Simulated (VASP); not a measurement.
All values below come from PBEsol GGA, VASP's PBE PAW potentials (set 64) (plane waves; VASP 6.6.1).

Input for VASP

File POSCAR:
```
PtAl2
1
    0.0000000000     2.9471084779     2.9471084779
    2.9471084779     0.0000000000     2.9471084779
    2.9471084779     2.9471084779     0.0000000000
Al Pt
2 1
Direct
  0.2500000000   0.2500000000   0.2500000000
  0.7500000000   0.7500000000   0.7500000000
  0.0000000000   0.0000000000   0.0000000000
```

### INCAR
```
# general
SYSTEM  = PtAl2
PREC    = Accurate
ENCUT   = 520   # plane-wave cut-off (eV)
LREAL   = .False.   # projection in real space or not
LASPH   = .True.

# electronic loop
EDIFF   = 1E-7   # SCF stop (eV)
NELM    = 100
ALGO    = Normal   # blocked Davidson
LMAXMIX = 6   # l cut-off of mixed one-centre charges

# smearing
ISMEAR  = -5   # tetrahedra, Bloechl

# functional
GGA     = PS   # PBEsol

# ions
ISIF    = 2

# output
LWAVE   = .False.
LCHARG  = .True.
LORBIT  = 11   # lm-projected
NEDOS   = 601   # DOS grid

# other
LEFG    = .True.
```

File KPOINTS:
```
Automatic mesh
0
Gamma
10 10 10
0 0 0
```

POTCAR, in this order: Al Pt (PBE.64 set). Program: vasp_std.

What VASP printed:

### OUTCAR
```
 ion  position               nearest neighbor table
   1  0.250  0.250  0.250-   3 2.55   3 2.55   3 2.55   3 2.55   2 2.95   2 2.95   2 2.95   2 2.95
                             2 2.95   2 2.95
   2  0.750  0.750  0.750-   3 2.55   3 2.55   3 2.55   3 2.55   1 2.95   1 2.95   1 2.95   1 2.95
                             1 2.95   1 2.95
   3  0.000  0.000  0.000-   2 2.55   2 2.55   2 2.55   1 2.55   1 2.55   1 2.55   2 2.55   1 2.55
  LATTYP: Found a face centered cubic cell.
 ALAT       =     5.8942169558
 Subroutine PRICEL returns:
 Original cell was already a primitive cell.
 Subroutine GETGRP returns: Found 48 space group operations
The static configuration has the point symmetry O_h .
The dynamic configuration has the point symmetry O_h .
 Subroutine INISYM returns: Found 48 space group operations
 Subroutine IBZKPT returns following result:
 Found     47 irreducible k-points:

 Following reciprocal coordinates:
            Coordinates               Weight
  0.000000  0.000000  0.000000      1.000000
  0.100000  0.000000  0.000000      8.000000
  0.200000  0.000000  0.000000      8.000000
  0.300000  0.000000  0.000000      8.000000
  0.400000  0.000000  0.000000      8.000000
  0.500000  0.000000  0.000000      4.000000
...
```

File OSZICAR:
```
       N       E                     dE             d eps       ncg     rms          rms(c)
DAV:   1     0.485241084192E+02    0.48524E+02   -0.67827E+03  1144   0.113E+03
DAV:   2    -0.164471576103E+02   -0.64971E+02   -0.57804E+02  1340   0.188E+02
DAV:   3    -0.184034844411E+02   -0.19563E+01   -0.19308E+01  1452   0.314E+01
DAV:   4    -0.184210227011E+02   -0.17538E-01   -0.17583E-01  1328   0.351E+00
DAV:   5    -0.184212875955E+02   -0.26489E-03   -0.26531E-03  1444   0.460E-01    0.908E+00
DAV:   6    -0.178980723396E+02    0.52322E+00   -0.27286E+00  1308   0.162E+01    0.225E+00
DAV:   7    -0.178050679659E+02    0.93004E-01   -0.21131E-01  1236   0.475E+00    0.169E+00
DAV:   8    -0.177673680264E+02    0.37700E-01   -0.35004E-02  1308   0.176E+00    0.265E-01
DAV:   9    -0.177671571365E+02    0.21089E-03   -0.20439E-03  1380   0.436E-01    0.171E-01
DAV:  10    -0.177671937918E+02   -0.36655E-04   -0.24950E-04  1300   0.144E-01    0.197E-02
DAV:  11    -0.177671930763E+02    0.71546E-06   -0.18950E-05  1384   0.465E-02    0.858E-03
DAV:  12    -0.177671933511E+02   -0.27478E-06   -0.16625E-06  1252   0.102E-02    0.219E-03
DAV:  13    -0.177671924161E+02    0.93503E-06   -0.63214E-07  1360   0.791E-03    0.838E-04
DAV:  14    -0.177671924840E+02   -0.67874E-07   -0.14659E-08   752   0.134E-03
   1 F= -.17767192E+02 E0= -.17767192E+02  d E =0.000000E+00
```

**OUTCAR**
```
------------------------ aborting loop because EDIFF is reached ----------------------------------------
  FORCE on cell =-STRESS in cart. coord.  units (eV):
  Direction    XX          YY          ZZ          XY          YZ          ZX
  --------------------------------------------------------------------------------------
  Total        0.0157586      0.0157586      0.0157586      0.0000000      0.0000000     -0.0000000
  in kB        0.4931841      0.4931841      0.4931841      0.0000000      0.0000000     -0.0000000
  external PRESSURE =       0.4931841 kB  Pullay stress =       0.0000000 kB
  volume of cell :       51.19
      direct lattice vectors                 reciprocal lattice vectors
     0.000000000  2.947108478  2.947108478    -0.169657820  0.169657820  0.169657820
     2.947108478  0.000000000  2.947108478     0.169657820 -0.169657820  0.169657820
     2.947108478  2.947108478  0.000000000     0.169657820  0.169657820 -0.169657820
 POSITION                                       TOTAL-FORCE (eV/Angst)
 -----------------------------------------------------------------------------------
      1.47355      1.47355      1.47355        -0.000000     -0.000000     -0.000000
      4.42066      4.42066      4.42066         0.000000      0.000000      0.000000
      0.00000      0.00000      0.00000         0.000000      0.000000     -0.000000
 -----------------------------------------------------------------------------------
    total drift:                                0.000000     -0.000000      0.000000
  FREE ENERGIE OF THE ION-ELECTRON SYSTEM (eV)
  ---------------------------------------------------
  free  energy   TOTEN  =       -17.7671924840 eV

  energy  without entropy=      -17.7671924840  energy(sigma->0) =      -17.76719248

 total charge

# of ion       s       p       d       tot
------------------------------------------
    1        0.400   0.366   0.000   0.766
    2        0.400   0.366   0.000   0.766
    3        0.833   0.727   8.172   9.732
--------------------------------------------------
tot          1.633   1.459   8.172  11.264

 Electric field gradients after diagonalization (V/A^2)
 (convention: |V_zz| > |V_xx| > |V_yy|)
----------------------------------------------------------------------
 ion       V_xx      V_yy      V_zz     asymmetry (V_yy - V_xx)/ V_zz
----------------------------------------------------------------------
   1      -0.000    -0.000     0.000       0.000
   2      -0.000    -0.000     0.000       0.000
   3      -0.000    -0.000     0.001       0.000
```
(Selected blocks of OUTCAR.)

For a metal the tetrahedron method with Blöchl corrections gives inexact stress and forces.

The compound is PtAl2 in the fluorite structure. It was relaxed first.
